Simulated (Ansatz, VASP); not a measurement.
**ZrPtSe3S in two plane-wave programs**

Aim: how closely do two programs agree when they are given the same cell, functional and k mesh? The cell is generated by rule, not measured, and may not be a known phase. The cell is taken from a series of runs on this material, whose earlier steps may have relaxed, scaled, displaced or heated it; both programs get it as it stands.

Calculated with Ansatz 0.2.0; plane waves, with VASP 6.6.1 beside it; PBEsol.

The structure was built from a prototype and need not be the compound's stable phase.

### 1. The structure

It takes space group P3m1 (No. 156, trigonal). The conventional cell has a = 3.657 Å, b = 3.657 Å, c = 10.874 Å, α = 90.00°, β = 90.00°, γ = 120.00°. Nearest to Zr lie 3 S at 2.53 Å and 3 Se at 2.68 Å. Nearest to S lie 3 Zr at 2.53 Å. Se has 3 Zr at 2.68 Å nearest. Nearest to Se lie 3 Pt at 2.48 Å. Nearest to Se lie 3 Pt at 2.49 Å. Nearest to Pt lie 6 Se at 2.48 to 2.49 Å. It derives from Pt1S1Se3Zr1. Farther neighbours and most contacts between anions are not listed.

Coordinates:

```xyz
6
Lattice="3.6566 0.0000 0.0000 -1.8283 3.1667 0.0000 0.0000 0.0000 10.8743" Properties=species:S:1:pos:R:3 pbc="T T T"
Zr    0.0000    0.0000    2.8878
S     0.0000    2.1111    4.2875
Se    1.8283    1.0556    1.2445
Se    0.0000    0.0000    9.5486
Se    1.8283    1.0556    6.9306
Pt    0.0000    2.1111    8.2460
```

### 2. VASP: single point, PBEsol

With cell and atoms fixed, the geometry can't cause a difference; cores, projectors, grids and the points listed under the comparison can.

Lines of VASP's logs that name or quote its potential files are left out, and so is its time.

INCAR reads:

```
SYSTEM = ZrPtSe3S
PREC = Accurate
ENCUT = 500
EDIFF = 1E-06
NELM = 120
ISMEAR = -1
SIGMA = 0.02
LREAL = .FALSE.
ALGO = Normal
GGA = PS
NBANDS = 29
LASPH = .TRUE.
LORBIT = 11
LWAVE = .FALSE.
LCHARG = .FALSE.
ISIF = 2
GGA_COMPAT = .FALSE.
KPAR = 2
```

POSCAR reads:

```
ZrPtSe3S
1.0
    3.6565817405      0.0000000000      0.0000000000
   -1.8282908703      3.1666926783      0.0000000000
    0.0000000000      0.0000000000     10.8742862832
Zr S Se Pt
1 1 3 1
Direct
    0.0000000000      0.0000000000      0.2655659810
    0.3333333333      0.6666666667      0.3942795452
    0.6666666667      0.3333333333      0.1144409196
    0.0000000000      0.0000000000      0.8780863000
    0.6666666667      0.3333333333      0.6373403349
    0.3333333333      0.6666666667      0.7583071385
```

KPOINTS reads:

```
Automatic mesh
0
Gamma
12 12 2
0 0 0
```

The projector-augmented-wave data sets are Zr_sv, S, Se and Pt (PBE family, release 64).

Command:

```
> mpirun -np 2 vasp_std
```

Numbers of over 12 decimals in the logs are rounded to 6 here.

The log of the run:

```text
[banner, memory and clock lines left out]
running    2 mpi-ranks, on    1 nodes
 distrk:  each k-point on    1 cores,    2 groups
 distr:  one band on    1 cores,    1 groups

 POSCAR found type information on POSCAR ZrS SePt
 POSCAR found :  4 types and       6 ions
|                                                                             |
|               ----> ADVICE to this user running VASP <----                  |
|                                                                             |
|     You enforced a specific xc type in the INCAR file but a different       |
|     [... a line on the potential file left out ...]
|     I HOPE YOU KNOW WHAT YOU ARE DOING!                                     |
|                                                                             |

 LDA part: xc-table for (Slater+PW92), standard interpolation
 POSCAR, INCAR and KPOINTS ok, starting setup
 FFT: planning ... GRIDC
 FFT: planning ... GRID_SOFT
 FFT: planning ... GRID
 WAVECAR not read
 entering main loop
       N       E                     dE             d eps       ncg     rms          rms(c)
DAV:   1     0.314161012379E+03    0.31416E+03   -0.21569E+04  2204   0.141E+03
DAV:   2    -0.152413641987E+02   -0.32940E+03   -0.31933E+03  2698   0.314E+02
DAV:   3    -0.387613137007E+02   -0.23520E+02   -0.23037E+02  3417   0.755E+01
DAV:   4    -0.399053713407E+02   -0.11441E+01   -0.11410E+01  3247   0.143E+01
DAV:   5    -0.399509784849E+02   -0.45607E-01   -0.45604E-01  3043   0.200E+00    0.213E+01
DAV:   6    -0.377272057371E+02    0.22238E+01   -0.10364E+01  2379   0.225E+01    0.106E+01
DAV:   7    -0.374966219804E+02    0.23058E+00   -0.26900E+00  2663   0.121E+01    0.492E+00
DAV:   8    -0.374097534197E+02    0.86869E-01   -0.42811E-01  2580   0.520E+00    0.137E+00
DAV:   9    -0.374071092166E+02    0.26442E-02   -0.66029E-02  2762   0.138E+00    0.711E-01
DAV:  10    -0.374051107248E+02    0.19985E-02   -0.14361E-02  2525   0.626E-01    0.221E-01
DAV:  11    -0.374050627615E+02    0.47963E-04   -0.18493E-03  2630   0.311E-01    0.102E-01
DAV:  12    -0.374050668232E+02   -0.40617E-05   -0.30403E-04  2858   0.150E-01    0.415E-02
DAV:  13    -0.374050793833E+02   -0.12560E-04   -0.38408E-05  2927   0.425E-02    0.193E-02
DAV:  14    -0.374050776430E+02    0.17403E-05   -0.72235E-06  2664   0.153E-02    0.849E-03
DAV:  15    -0.374050781703E+02   -0.52727E-06   -0.69109E-07  1495   0.532E-03
   1 F= -.37405078E+02 E0= -.37403851E+02  d E =-.245384E-02
```

From OUTCAR (step 2):

```text
ion  position               nearest neighbor table
   1  0.000  0.000  0.266-   2 2.53   2 2.53   2 2.53   3 2.68   3 2.68   3 2.68
   2  0.333  0.667  0.394-   1 2.53   1 2.53   1 2.53
   3  0.667  0.333  0.114-   1 2.68   1 2.68   1 2.68
   4  0.000  0.000  0.878-   6 2.48   6 2.48   6 2.48
   5  0.667  0.333  0.637-   6 2.49   6 2.49   6 2.49
   6  0.333  0.667  0.758-   4 2.48   4 2.48   4 2.48   5 2.49   5 2.49   5 2.49

  LATTYP: Found a hexagonal cell.
 ALAT       =     3.6565817405
 C/A-ratio  =     2.9738939411

 Subroutine GETGRP returns: Found  6 space group operations
 (whereof  6 operations were pure point group operations)

The static configuration has the point symmetry C_3v.

 Found     38 irreducible k-points:

   k-points           NKPTS =     38   k-points in BZ     NKDIM =     38   number of bands    NBANDS=     29

   dimension x,y,z NGX =    28 NGY =   28 NGZ =   80
   dimension x,y,z NGXF=    56 NGYF=   56 NGZF=  160

   ENCUT  =  500.0 eV  36.75 Ry    6.06 a.u.   6.67  6.67 19.83*2*pi/ulx,y,z

   NELECT =      46.0000    total number of electrons

 k-points in reciprocal lattice and weights: Automatic mesh
   0.00000000  0.00000000  0.00000000       0.003
   0.08333333  0.00000000  0.00000000       0.021
   0.16666667 -0.00000000  0.00000000       0.021
   0.25000000 -0.00000000  0.00000000       0.021
   0.33333333  0.00000000  0.00000000       0.021
   0.41666667 -0.00000000  0.00000000       0.021
   0.50000000 -0.00000000  0.00000000       0.010
   0.08333333  0.08333333  0.00000000       0.021
   0.16666667  0.08333333  0.00000000       0.042
[...]
0.33333333  0.25000000  0.50000000       0.042
   0.33333333  0.33333333  0.50000000       0.007

 average (electrostatic) potential at core
       1 -78.1946       2 -85.5740       3 -51.8610       4 -52.5213       5 -52.4419
       6 -68.4463

 E-fermi :   6.0076

 k-point     1 :       0.0000    0.0000    0.0000
  band No.  band energies     occupation
    ...
     18       4.3377      2.00000
     19       5.2075      2.00000
     20       5.2075      2.00000
     21       5.6285      2.00000
     22       5.6285      2.00000
     23       6.3660      0.00000
     24       6.7518      0.00000
     25       6.7518      0.00000
     26       7.5011      0.00000
     27       8.4979      0.00000
    ...

 k-point     2 :       0.0833    0.0000    0.0000
  band No.  band energies     occupation
    ...
     18       3.9700      2.00000
     19       4.8629      2.00000
     20       5.0373      2.00000
     21       5.4932      2.00000
     22       5.5664      2.00000
     23       6.2487      0.00001
     24       6.8327      0.00000
     25       7.0270      0.00000
     26       7.7073      0.00000
     27       8.0443      0.00000
    ...

 k-point     3 :       0.1667   -0.0000    0.0000
  band No.  band energies     occupation
    ...
     19       4.1647      2.00000
     20       4.6760      2.00000
     21       5.4052      2.00000
     22       5.4616      2.00000
     23       5.7985      1.99994
     24       6.7157      0.00000
     25       7.4774      0.00000
     26       7.5075      0.00000
     27       8.1202      0.00000
     28       8.1576      0.00000
    ...

  Total        2.4208333      2.4208333      2.7507685     -0.0000000      0.0000000      0.0000000
  in kB       30.8030342     30.8030342     35.0011774     -0.0000000      0.0000000      0.0000000
  external PRESSURE =      32.2024153 kB  Pullay stress =       0.0000000 kB

  energy-cutoff  :      500.00
  volume of cell :      125.92
      direct lattice vectors                 reciprocal lattice vectors
     3.656581741  0.000000000  0.000000000     0.273479460  0.157893440  0.000000000
    -1.828290870  3.166692678  0.000000000     0.000000000  0.315786880  0.000000000
     0.000000000  0.000000000 10.874286283     0.000000000  0.000000000  0.091960058

 POSITION                                       TOTAL-FORCE (eV/Angst)
 -----------------------------------------------------------------------------------
      0.00000      0.00000      2.88784         0.000000     -0.000000      0.001323
     -0.00000      2.11113      4.28751         0.000000      0.000000      0.039990
      1.82829      1.05556      1.24446         0.000000     -0.000000     -0.022729
      0.00000      0.00000      9.54856        -0.000000     -0.000000     -0.020249
      1.82829      1.05556      6.93062         0.000000     -0.000000      0.003328
     -0.00000      2.11113      8.24605        -0.000000      0.000000     -0.001664
 -----------------------------------------------------------------------------------
    total drift:                               -0.000000     -0.000000      0.000128

  FREE ENERGIE OF THE ION-ELECTRON SYSTEM (eV)
  ---------------------------------------------------
  free  energy   TOTEN  =       -37.4050781703 eV

  energy  without entropy=      -37.4026243260  energy(sigma->0) =      -37.40385125

 total charge
# of ion       s       p       d       tot
------------------------------------------
    1        2.176   6.015   1.531   9.722
    2        1.342   2.393   0.000   3.735
    3        1.470   2.385   0.035   3.889
    4        1.487   2.240   0.073   3.800
    5        1.482   2.250   0.067   3.799
    6        0.696   0.747   8.044   9.487
--------------------------------------------------
tot          8.653  16.029   9.750  34.432

[... 3 further parts left out ...]
```

The run ends at a pressure of 3.22 GPa, with forces up to 0.040 eV/Å.

### 3. Ansatz: single point, PBEsol

Ansatz runs on its PAW soft_1 files.

The same cell, functional, mesh and smearing now go to Ansatz, which takes its cutoff from its data sets.

input.yaml reads:

```yaml
crystal:
  lattice:
    - [3.6565817405, 0.0, 0.0]
    - [-1.8282908703, 3.1666926783, 0.0]
    - [0.0, 0.0, 10.8742862832]
  atoms:
    - { symbol: Zr, position: [0.0, 0.0, 0.265565981] }
    - { symbol: S, position: [0.3333333333, 0.6666666667, 0.3942795452] }
    - { symbol: Se, position: [0.6666666667, 0.3333333333, 0.1144409196] }
    - { symbol: Pt, position: [0.3333333333, 0.6666666667, 0.7583071385] }
    - { symbol: Se, position: [0.0, 0.0, 0.8780863] }
    - { symbol: Se, position: [0.6666666667, 0.3333333333, 0.6373403349] }
kpoints:
  mp_grid: { grid: [12, 12, 2] }
  band_path:
    path:
      - [[0.0, 0.0, 0.0], [0.5, 0.0, 0.0], [0.33333333, 0.33333333, 0.0], [0.0, 0.0, 0.0], [0.0, 0.0, 0.5], [0.5, 0.0, 0.5], [0.33333333, 0.33333333, 0.5], [0.0, 0.0, 0.5]]
      - [[0.5, 0.0, 0.5], [0.5, 0.0, 0.0]]
      - [[0.33333333, 0.33333333, 0.5], [0.33333333, 0.33333333, 0.0]]
    npoints: 10
hamiltonian:
  xc: pbesol
  pseudopotentials: { kind: paw, azcp: { folder: soft_1 }, xc_functional: pbe }
scf:
  occupations: { method: fermi_dirac, width: 0.02 }
  n_extra_bands: 6
output:
  eigenvalues: true
  forces: true
  stress: true
  write_density: true
  write_potential: true
  elf: true
  volumetric_format: npy
```

Command:

```
> ansatz run input.yaml --threads 2 --pin off --max-ram 92160MiB --backend cuda --events-out ev --progress --plain --runs-dir out --devices 1 --max-vram 13GiB
```

The log of the run:

```text
scf.n_extra_bands = 6 over 42 filled bands (N_el = 84.0): the run solves 48 bands
GPUs: using 1 of 1 available (devices: 1).
Engine: ansatz 0.2.0, x86_64-unknown-linux-gnu
Pseudopotentials: kind: paw
Pseudopotential: Zr, paw, valence charge 12, recommended cutoff 420 eV (normal), soft_1/Zr.paw.azcp
Pseudopotential: S, paw, valence charge 6, recommended cutoff 420 eV (normal), soft_1/S.paw.azcp
Pseudopotential: Se, paw, valence charge 16, recommended cutoff 420 eV (normal), soft_1/Se.paw.azcp
Pseudopotential: Pt, paw, valence charge 18, recommended cutoff 420 eV (normal), soft_1/Pt.paw.azcp
Functional definition: PBEsol
  exchange = pbesol_x
  correlation = pbesol_c
device memory: the entry about to start is reckoned to put 3.7 GiB on a device that reports 56.6 GiB free (of which the cap on the GPU budget leaves the run 13.0 GiB)
GPU FFT provider: cuFFT
GPU libraries: cuBLAS 13.8.2, cuFFT 12.4.0, cuSOLVER 12.3.4
Crystal: 6 atoms, lattice volume = 125.916 Å³
Basis set: ecut = 420 eV, 2425 PW (Γ), exchange–correlation on 50×50×150 points (8 copies of the dense FFT grid, shifted against one another)
Bands: 48, of which v1, the nominal top of the filled ones, is band 42 counted from 1 (41 counted from 0)
Symmetry: 6 space group operations
Space group: P3m1 (ITA 156), of the structure as read, at distance tolerance 5.0e-5 Å
k-points: 38 of 288 (time reversal used)
Non-local potential: Zr, projectors of the file, l = 0: 3, l = 1: 2, l = 2: 2, l = 3: 1
Non-local potential: S, projectors of the file, l = 0: 2, l = 1: 2, l = 2: 1
Non-local potential: Se, projectors of the file, l = 0: 2, l = 1: 2, l = 2: 3, l = 3: 1
Non-local potential: Pt, projectors of the file, l = 0: 3, l = 1: 2, l = 2: 2, l = 3: 1
PAW form: soft (Blöchl's): semilocal exchange-correlation on the pseudo side does not see the compensation charge
PAW frozen core: Zr, regenerated for the run's functional, and the local potential with it (the file was generated under x = pbe(κ = 0.804, μ = 0.219515), c = pbe(β = 0.066725))
PAW frozen core: S, regenerated for the run's functional, and the local potential with it (the file was generated under x = pbe(κ = 0.804, μ = 0.219515), c = pbe(β = 0.066725))
PAW frozen core: Se, regenerated for the run's functional, and the local potential with it (the file was generated under x = pbe(κ = 0.804, μ = 0.219515), c = pbe(β = 0.066725))
PAW frozen core: Pt, regenerated for the run's functional, and the local potential with it (the file was generated under x = pbe(κ = 0.804, μ = 0.219515), c = pbe(β = 0.066725))
PAW one-centre angular grid: Zr, 590 points (default); XC on 64 Gauss nodes
PAW one-centre angular grid: S, 110 points (default); XC on 64 Gauss nodes
PAW one-centre angular grid: Se, 590 points (default); XC on 64 Gauss nodes
PAW one-centre angular grid: Pt, 590 points (default); XC on 64 Gauss nodes
Initial density: superposition of atomic densities (chi_scale 0.1, normalization cell, long waves 83 % of neutral atoms (reshape's long-wave potential 1.83 eV rms, cloud 2.95 Å wide))
Initial wavefunctions: pseudopotential atomic-orbital guess
GPU buffer pool allocated for 46875 grid points (all kernels)
GPU transforms: local potential and band sums: pruned to the plane-wave sphere, on 25×25×75
Functional: x = pbesol(κ = 0.804, μ = 0.123457), c = pbesol(β = 0.046)
SCF iter   1: F=—  HF=-33696.818130 eV  |F-HF|=—  |Δ(HF+E_count)|=         —  Δρ=2.21e-1  dr2=6.11e2  ethr=3.10e-3  ⟨swp⟩=7.5  Hψ=6957  notcnv=0
preconditioner: auto → Resta (q_TF=auto, 2.550 Å⁻¹)  ε∞=9.5  [insulator: Δε(μ)=0.056 eV  Ē_g=7.015 eV  σ=0.020 eV  W_gap=0.51  n_scr=38 (ndim 8)  ℏωp=20.4 eV  f_vac=0.009  D(μ)=4.44/eV (n_scr^D=38)  ε∞_Penn≈9.5]
SCF iter   2: F=—  HF=-33678.211825 eV  |F-HF|=—  |Δ(HF+E_count)|=    1.86e1  Δρ=5.19e-2  dr2=4.22e0  ethr=3.10e-3  ⟨swp⟩=4.9  Hψ=4329  notcnv=0
SCF iter   3: F=—  HF=-33677.405630 eV  |F-HF|=—  |Δ(HF+E_count)|=   8.06e-1  Δρ=2.93e-2  dr2=1.73e0  ethr=3.10e-3  ⟨swp⟩=3.6  Hψ=3799  notcnv=0  defer=19
SCF iter   4: F=—  HF=-33677.092084 eV  |F-HF|=—  |Δ(HF+E_count)|=   3.14e-1  Δρ=8.56e-3  dr2=4.47e-1  ethr=2.06e-3  ⟨swp⟩=3.1  Hψ=2214  notcnv=0  defer=19
SCF iter   5: F=—  HF=-33677.040561 eV  |F-HF|=—  |Δ(HF+E_count)|=   5.15e-2  Δρ=3.99e-3  dr2=1.52e-1  ethr=5.33e-4  ⟨swp⟩=2.1  Hψ=2321  notcnv=0  defer=38
SCF iter   6: F=—  HF=-33677.022924 eV  |F-HF|=—  |Δ(HF+E_count)|=   1.76e-2  Δρ=1.70e-3  dr2=3.76e-2  ethr=1.81e-4  ⟨swp⟩=2.1  Hψ=2034  notcnv=0  defer=38
SCF iter   7: F=—  HF=-33677.018801 eV  |F-HF|=—  |Δ(HF+E_count)|=   4.12e-3  Δρ=6.33e-4  dr2=4.36e-3  ethr=4.48e-5  ⟨swp⟩=2.1  Hψ=2172  notcnv=0  defer=38
SCF iter   8: F=—  HF=-33677.018316 eV  |F-HF|=—  |Δ(HF+E_count)|=   4.85e-4  Δρ=2.59e-4  dr2=3.33e-4  ethr=5.19e-6  ⟨swp⟩=1.6  Hψ=2085  notcnv=0  defer=38
SCF iter   9: F=—  HF=-33677.018398 eV  |F-HF|=—  |Δ(HF+E_count)|=   8.19e-5  Δρ=6.90e-5  dr2=6.83e-6  ethr=3.97e-7  ⟨swp⟩=2.0  Hψ=2814  notcnv=0  defer=38
SCF iter  10: F=—  HF=-33677.018351 eV  |F-HF|=—  |Δ(HF+E_count)|=   4.67e-5  Δρ=2.56e-5  dr2=6.99e-6  ethr=8.14e-9  ⟨swp⟩=2.0  Hψ=3189  notcnv=0  defer=38
SCF iter  11: F=—  HF=-33677.018351 eV  |F-HF|=—  |Δ(HF+E_count)|=   4.81e-7  Δρ=7.36e-6  dr2=1.39e-7  ethr=8.14e-9  ⟨swp⟩=2.0  Hψ=1911  notcnv=0  defer=38
SCF iter  12: F=-33677.018351 eV  HF=-33677.018351 eV  |F-HF|=1.48e-8  |Δ(HF+E_count)|=   6.45e-8  Δρ=2.56e-6  dr2=3.11e-8  ethr=1.19e-10  ⟨swp⟩=19.1  Hψ=20623  notcnv=0
SCF 1 converged in 12 iterations: F = -33677.018351 eV  dr2 = 3.11e-8
  greatest PAW one-centre occupation: 1.000 electrons in one spin orbital (limit 2), on the Pt atom at site 3 (counted from 0), in its partial waves of l = 0
device memory: the entry about to start is reckoned to put 1.7 GiB on a device that reports 56.6 GiB free (of which the cap on the GPU budget leaves the run 13.0 GiB)
NSCF: frozen V_eff on 93 k-points
SCF converged after 12 iterations
Free energy (F): -33677.018351 eV
Harris-Foulkes:  -33677.018351 eV  (|F-HF|=1.48e-8)
Internal energy: -33677.015917 eV  (E = F + TS)
E sigma→0 (E₀):  -33677.017134 eV
Entropy (-TS):   -0.002434 eV (-0.406 meV/atom)
Fermi energy:    11.052537 eV
--- Per-component energies (eV) ---
  E_band       = -1496.066155
  E_kinetic    = 1353.918500
  E_local      = -13251.559112  (includes V_loc(G=0)·N_el)
  E_nonlocal   = -740.906577
  E_hartree    = 6473.285273
  E_xc         = -728.787110
  E_vxc        = -810.014745  (∫ρ·V_xc dr)
  E_paw        = -19107.291540  (= ΣΔE_a)
  E_vpaw       = -994.068289  (= ΣTr[D̂ρ^β])
  E_aug_tail   = 0.000000  (compensation charges beyond the density's cutoff)
  E_ewald      = -7679.215408
  E_core_change = 3.540057  (= ΣΔE_core)
  E_smearing   = -0.002434  (= −TS)
  E_closure    = -0.000000  (closes the sum)
  Σ components = -33677.018351   (vs F -33677.018351, Δ=0.00e0)
--- Forces (eV/Å), atoms counted from 1 ---
  atom   1  Zr     0.00000000     0.00000000    -0.00851310
  atom   2  S     -0.00000000     0.00000000     0.02442494
  atom   3  Se     0.00000000    -0.00000000     0.00408927
  atom   4  Pt     0.00000000     0.00000000    -0.00078996
  atom   5  Se    -0.00000000    -0.00000000    -0.03534928
  atom   6  Se    -0.00000000     0.00000000     0.01611717
  max |Σ_I F_I| component: 2.10e-5 eV/Å
--- Stress (GPa, compression-positive) ---
        2.969232       0.000000       0.000000
        0.000000       2.969232      -0.000000
        0.000000      -0.000000       3.378974
  P = ⅓ Tr σ = 3.1058 GPa (31.058 kbar)
--- Band table (eV; the first three rows and the last of 38) ---
  k-point 0: bands = [... 38 lower, 10.2525, 10.6738, 10.6738, 11.4092, 11.7940, 11.7940, 12.5458, 13.5432, ... 2 higher]
  k-point 1: bands = [... 38 lower, 10.3993, 10.4174, 10.5067, 10.5067, 11.7849, 11.7849, 12.6809, 13.6182, ... 2 higher]
  k-point 2: bands = [... 38 lower, 10.0820, 10.5408, 10.6126, 11.2913, 11.8753, 12.0688, 12.7508, 13.0924, ... 2 higher]
  k-point 37: bands = [... 38 lower, 8.3894, 8.7738, 9.6080, 9.6591, 12.2066, 12.3491, 12.6852, 13.1661, ... 2 higher]
```

### 4. Differences

Known differences besides the potentials themselves: the data sets hold 84 valence electrons in Ansatz (on its PAW soft_1 files) and 46 in VASP; the cutoff is 420 eV in Ansatz and 500 eV in VASP; Ansatz makes its cores anew for this functional, VASP keeps those of its PBE data sets. Total energies have different zeros and are not compared.

Both answers:

| quantity | Ansatz | VASP | difference |
| --- | --- | --- | --- |
| pressure (GPa) | 3.11 | 3.22 | -0.11 |

The largest component of a force difference here is 27 meV/Å.

### 5. What came out

- difference in pressure (single point, PBEsol): -0.11 GPa
- r.m.s. force difference (single point, PBEsol): 9.0 meV/Å

**Reading.** The r.m.s. force difference is 9.0 meV/Å (single point, PBEsol), within the 12 meV/Å picked in this series as the mark of a large difference. The data sets hold unlike numbers of valence electrons (84 in Ansatz and 46 in VASP), so part of the differences may come from the potentials. How closely two codes agree says nothing of how well the functional describes the real material.

[Lines on the potential files, build, host, timing and source positions are cut from VASP's logs without a mark.]

[Logs are printed without paths, hosts, clocks, repeated set-up lines and the standing remarks that a program may print on its own settings, such as how far it seeks lower states.]

[Hosts, paths, dates, database ids (printed as entryN), source tags and the programs' standing remarks are cut or masked in the printed files.]
